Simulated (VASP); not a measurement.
Here is the system:

```
CELL_PARAMETERS angstrom
      5.44893     0.00000     0.00000
      0.00000     5.44893     0.00000
      0.00000     0.00000     5.44893
ATOMIC_POSITIONS crystal
  Mg 0.50000 0.50000 0.50000
  Zn 0.00000 0.00000 0.50000
  Zn 0.50000 0.00000 0.00000
  Zn 0.00000 0.50000 0.00000
  S  0.75617 0.75617 0.24383
  S  0.75617 0.24383 0.75617
  S  0.24383 0.24383 0.24383
  S  0.24383 0.75617 0.75617
```

All values below come from r2SCAN meta-GGA, VASP's PBE PAW potentials (set 64) (plane waves; VASP 6.6.1). Numerical set-up: 400 eV cut-off, 5×5×5 Γ-centred mesh, tetrahedra with Blöchl corrections, potentials Mg Zn S.

### Question
Give the energies of bands 23 to 36 at the high-symmetry points, in eV from the valence-band maximum.

### Answer

```tsv
band	Γ	X	M	R
23	-2.03	-2.67	-3.25	-4.28
24	-2.03	-2.51	-2.63	-0.86
25	-2.03	-2.49	-2.16	-0.86
26	-2.00	-2.49	-2.16	-0.80
27	-2.00	-1.94	-2.08	-0.80
28	-2.00	-1.30	-0.82	-0.80
29	0.00	-1.30	-0.78	-0.64
30	0.00	-0.89	-0.78	-0.64
31	0.00	-0.89	-0.78	-0.64
32	2.97	5.02	5.44	3.94
33	3.84	5.09	5.44	3.94
34	3.84	5.36	5.80	3.94
35	3.84	5.65	6.33	5.58
36	4.55	6.03	6.97	7.28
```

The gap is direct, 2.97 eV, from the valence maximum at Γ to the conduction minimum at Γ.

The structure comes from a computed database's MgZn3S4 entry (P-43m); how it stands against other phases isn't given here. It was relaxed first.
